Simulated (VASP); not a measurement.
Output of a VASP run:

**OSZICAR**
```
       N       E                     dE             d eps       ncg     rms          rms(c)
DAV:   1     0.683203117147E+02    0.68320E+02   -0.63192E+03  4904   0.161E+03
DAV:   2    -0.544622858645E+00   -0.68865E+02   -0.67905E+02  4976   0.283E+02
DAV:   3    -0.295702084452E+01   -0.24124E+01   -0.24002E+01  5648   0.625E+01
DAV:   4    -0.300858510428E+01   -0.51564E-01   -0.51550E-01  6134   0.901E+00
DAV:   5    -0.301081225326E+01   -0.22271E-02   -0.22271E-02  6062   0.154E+00    0.292E+00
DAV:   6    -0.296573404695E+01    0.45078E-01   -0.84457E-02  5596   0.686E+00    0.139E+00
DAV:   7    -0.295669387622E+01    0.90402E-02   -0.22665E-02  6066   0.330E+00    0.341E-01
DAV:   8    -0.295578853636E+01    0.90534E-03   -0.95013E-04  5962   0.644E-01    0.326E-02
DAV:   9    -0.295578964880E+01   -0.11124E-05   -0.12565E-05  6642   0.490E-02    0.174E-02
DAV:  10    -0.295579025323E+01   -0.60442E-06   -0.14451E-06  7154   0.209E-02    0.104E-03
DAV:  11    -0.295579027902E+01   -0.25796E-07   -0.35632E-08  3212   0.385E-03
   1 F= -.22260609E+01 E0= -.22260660E+01  d E =-.222606E+01
```

File OUTCAR:
```
------------------------ aborting loop because EDIFF is reached ----------------------------------------
  FORCE on cell =-STRESS in cart. coord.  units (eV):
  Direction    XX          YY          ZZ          XY          YZ          ZX
  --------------------------------------------------------------------------------------
  Total        0.7348978      0.7348978      0.7289086      0.0000000     -0.0000000      0.0000000
  in kB       50.3541346     50.3541346     49.9437643      0.0000000     -0.0000000      0.0000000
  external PRESSURE =       0.2173445 kB  Pullay stress =      50.0000000 kB
  volume of cell :       23.38
      direct lattice vectors                 reciprocal lattice vectors
    -1.559425524  1.559425524  2.403881830     0.000000000  0.320630894  0.207996913
     1.559425524 -1.559425524  2.403881830     0.320630894  0.000000000  0.207996913
     1.559425524  1.559425524 -2.403881830     0.320630894  0.320630894  0.000000000
 POSITION                                       TOTAL-FORCE (eV/Angst)
 -----------------------------------------------------------------------------------
      0.00000      0.00000      0.00000         0.000000      0.000000      0.000000
 -----------------------------------------------------------------------------------
    total drift:                               -0.000000      0.000000      0.000000
  FREE ENERGIE OF THE ION-ELECTRON SYSTEM (eV)
  ---------------------------------------------------
  free  energy   TOTEN  =        -2.9557902790 eV

  energy  without entropy=       -2.9558055932  energy(sigma->0) =       -2.95579538
  enthalpy is  TOTEN    =        -2.2260609447 eV   P V=        0.7297293343

 reached required accuracy - stopping structural energy minimisation
```
(Selected blocks of OUTCAR.)

POSCAR:
```
In
1
   -1.5594255243     1.5594255243     2.4038818297
    1.5594255243    -1.5594255243     2.4038818297
    1.5594255243     1.5594255243    -2.4038818297
In
1
Direct
  0.0000000000   0.0000000000   0.0000000000
```

Problem. Write an INCAR and KPOINTS that could have produced this output.

Solution. One answer among several that fit: the input of the run itself, PBEsol GGA, plane waves, VASP's PBE PAW potentials (set 64).

### INCAR
```
ISIF = 3   ! ions, shape and volume
EDIFFG = -0.01   ! ionic stop
LASPH = T
EDIFF = 1E-7   ! SCF stop (eV)
ALGO = Normal   ! blocked Davidson
GGA = PS   ! PBEsol
LCHARG = F
PSTRESS = 50
ISMEAR = 1
LMAXMIX = 4   ! l cut-off of mixed one-centre charges
ENCUT = 480
IBRION = 2   ! conjugate gradients
SYSTEM = In
LREAL = F   ! projection in real space or not
NELM = 100   ! most electronic steps
NSW = 40   ! most ionic steps
SIGMA = 0.1   ! width (eV)
PREC = Accurate
LWAVE = F
```

KPOINTS:
```
K-points
0
Gamma
 14 14 14
```

POTCAR, in this order: In_d (PBE.64 set). Program: vasp_std.

The compound is In in the bct structure. It was relaxed first under an external pressure of 5 GPa.
